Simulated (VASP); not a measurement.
Output of a VASP run:

**OUTCAR**
```
 ion  position               nearest neighbor table
   1  0.000  0.000  0.000-   2 2.12   2 2.12   2 2.12   2 2.12   2 2.12   2 2.12
   2  0.500  0.500  0.500-   1 2.12   1 2.12   1 2.12   1 2.12   1 2.12   1 2.12
  LATTYP: Found a face centered cubic cell.
 ALAT       =     4.2468924662
 Subroutine PRICEL returns:
 Original cell was already a primitive cell.
 Subroutine GETGRP returns: Found 48 space group operations
The static configuration has the point symmetry O_h .
The dynamic configuration has the point symmetry O_h .
 Subroutine INISYM returns: Found 48 space group operations
 Subroutine IBZKPT returns following result:
 Found     29 irreducible k-points:

 Following reciprocal coordinates:
            Coordinates               Weight
  0.000000  0.000000  0.000000      1.000000
  0.125000  0.000000  0.000000      8.000000
  0.250000  0.000000  0.000000      8.000000
  0.375000  0.000000  0.000000      8.000000
  0.500000  0.000000  0.000000      4.000000
  0.125000  0.125000  0.000000      6.000000
  0.250000  0.125000  0.000000     24.000000
  0.375000  0.125000  0.000000     24.000000
  0.500000  0.125000  0.000000     24.000000
 -0.375000  0.125000  0.000000     24.000000
 -0.250000  0.125000  0.000000     24.000000
 -0.125000  0.125000  0.000000     12.000000
  0.250000  0.250000  0.000000      6.000000
  0.375000  0.250000  0.000000     24.000000
  0.500000  0.250000  0.000000     24.000000
 -0.375000  0.250000  0.000000     24.000000
 -0.250000  0.250000  0.000000     12.000000
  0.375000  0.375000  0.000000      6.000000
  0.500000  0.375000  0.000000     24.000000
 -0.375000  0.375000  0.000000     12.000000
  0.500000  0.500000  0.000000      3.000000
  0.375000  0.250000  0.125000     24.000000
  0.500000  0.250000  0.125000     48.000000
 -0.375000  0.250000  0.125000     24.000000
  0.500000  0.375000  0.125000     24.000000
 -0.375000  0.375000  0.125000     48.000000
 -0.250000  0.375000  0.125000     24.000000
 -0.375000  0.500000  0.125000     12.000000
 -0.250000  0.500000  0.250000      6.000000
 Subroutine IBZKPT_HF returns following result:
   k-points           NKPTS =     29   k-points in BZ     NKDIM =    512   number of bands    NBANDS=      8
   number of dos      NEDOS =    301   number of ions     NIONS =      2
   total plane-waves  NPLWV =  13824
   dimension x,y,z NGX =    24 NGY =   24 NGZ =   24
   dimension x,y,z NGXF=    48 NGYF=   48 NGZF=   48
   ions per type =               1   1
   PREC   = accura    normal or accurate (medium, high low for compatibility)
   ISTART =      1    job   : 0-new  1-cont  2-samecut
   ICHARG =      0    charge: 1-file 2-atom 10-const
   ISPIN  =      1    spin polarized calculation?
   LNONCOLLINEAR =      F non collinear calculations
   LSORBIT =      F    spin-orbit coupling
   INIWAV =      1    electr: 0-lowe 1-rand  2-diag
   ENCUT  =  520.0 eV  38.22 Ry    6.18 a.u.   5.58  5.58  5.58*2*pi/ulx,y,z
   NELM   =     60;   NELMIN=  2; NELMDL=  0     # of ELM steps
   EDIFF  = 0.1E-05   stopping-criterion for ELM
   LREAL  =      F    real-space projection
   NLSPLINE    = F    spline interpolate recip. space projectors
   LMAXMIX     =    2 max onsite mixed and CHGCAR
   VOSKOWN=      0    Vosko Wilk Nusair interpolation
   EDIFFG = 0.1E-04   stopping-criterion for IOM
   NSW    =      0    number of steps for IOM
   NBLOCK =      1;   KBLOCK =      1    inner block; outer block
   IBRION =     -1    ionic relax: 0-MD 1-quasi-New 2-CG
   NFREE  =      0    steps in history (QN), initial steepest desc. (CG)
   ISIF   =      2    stress and relaxation
   ISYM   =      3    0-nonsym 1-usesym 2-fastsym
   TEIN   =    0.0    initial temperature
   TEBEG  =    0.0;   TEEND  =   0.0 temperature during run
   SMASS  =  -3.00    Nose mass-parameter (am)
   PSTRESS=    0.0 pullay stress
   NELECT =       8.0000    total number of electrons
   EFERMI =   0.00;   METHOD = LEGACY
   ISMEAR =     0;   SIGMA  =   0.05  broadening in eV -4-tet -1-fermi 0-gaus
...
```

### OSZICAR
```
       N       E                     dE             d eps       ncg     rms          rms(c)
DAV:   1    -0.147724360842E+02   -0.14772E+02   -0.33433E-01   464   0.499E+00    0.279E-01
DAV:   2    -0.147746032731E+02   -0.21672E-02   -0.39644E-03   568   0.615E-01    0.199E-01
DAV:   3    -0.147740926772E+02    0.51060E-03   -0.74921E-04   520   0.198E-01    0.130E-01
DAV:   4    -0.147739490220E+02    0.14366E-03   -0.95608E-05   520   0.917E-02    0.811E-02
DAV:   5    -0.147738930526E+02    0.55969E-04   -0.20367E-05   504   0.679E-02    0.459E-02
DAV:   6    -0.147738748744E+02    0.18178E-04   -0.82364E-06   512   0.423E-02    0.257E-02
DAV:   7    -0.147738688095E+02    0.60649E-05   -0.23632E-06   488   0.216E-02    0.150E-02
DAV:   8    -0.147738667734E+02    0.20361E-05   -0.99497E-07   272   0.126E-02    0.902E-03
DAV:   9    -0.147738661091E+02    0.66428E-06   -0.38779E-07   256   0.868E-03
   1 F= -.14773866E+02 E0= -.14773866E+02  d E =-.273721E-23
       N       E                     dE             ncg
```

### OUTCAR
```
------------------------ aborting loop because EDIFF is reached ----------------------------------------
  FORCE on cell =-STRESS in cart. coord.  units (eV):
  Direction    XX          YY          ZZ          XY          YZ          ZX
  --------------------------------------------------------------------------------------
  Total       -0.6426814     -0.6426814     -0.6426814      0.0000000      0.0000000     -0.0000000
  in kB      -53.7715468    -53.7715468    -53.7715468      0.0000000      0.0000000     -0.0000000
  external PRESSURE =     -53.7715468 kB  Pullay stress =       0.0000000 kB
  volume of cell :       19.15
      direct lattice vectors                 reciprocal lattice vectors
     0.000000000  2.123446233  2.123446233    -0.235466287  0.235466287  0.235466287
     2.123446233  0.000000000  2.123446233     0.235466287 -0.235466287  0.235466287
     2.123446233  2.123446233  0.000000000     0.235466287  0.235466287 -0.235466287
  FREE ENERGIE OF THE ION-ELECTRON SYSTEM (eV)
  ---------------------------------------------------
  free  energy   TOTEN  =       -14.7738661091 eV

  energy  without entropy=      -14.7738661091  energy(sigma->0) =      -14.77386611

  exchange ACFDT corr.  =         0.00000000  see jH, gK, PRB 81, 115126
```
(Selected blocks of OUTCAR.)

POSCAR:
```
MgO
1
    0.0000000000     2.1234462331     2.1234462331
    2.1234462331     0.0000000000     2.1234462331
    2.1234462331     2.1234462331     0.0000000000
Mg O
1 1
Direct
  0.0000000000   0.0000000000   0.0000000000
  0.5000000000   0.5000000000   0.5000000000
```

Task: Reconstruct the remaining input files.

Result: Several could match; the one computed here: the input of the run itself, PBE0 hybrid, plane waves, VASP's PBE PAW potentials (set 64).

File KPOINTS:
```
Automatic
0
G
 8 8 8
```

**KPOINTS_OPT**
```
named points and PBE's band edges
7
Reciprocal
  0.000000   0.000000   0.000000 1 ! GAMMA
  0.500000   0.000000   0.500000 1 ! X
  0.500000   0.500000   0.500000 1 ! L
  0.500000   0.250000   0.750000 1 ! W
  0.375000   0.375000   0.750000 1 ! K
  0.625000   0.250000   0.625000 1 ! U
  0.035710   0.000000   0.035710 1 ! near an edge
```

INCAR:
```
SYSTEM = MgO
PREC = Accurate
ENCUT = 520
EDIFF = 1E-6
NELM = 60
ALGO = Normal
LREAL = .FALSE.
LASPH = .TRUE.
ISMEAR = 0
SIGMA = 0.05
GGA = PE
AEXX = 0.25
HFRCUT = -1
LHFCALC = .TRUE.
PRECFOCK = Fast
ISYM = 3
LWAVE = .FALSE.
LCHARG = .FALSE.
ISIF = 2
```

POTCAR, in this order: Mg O (PBE.64 set). Program: vasp_std. Read from the step before: WAVECAR.

The compound is MgO in the rock salt structure. It was relaxed first.
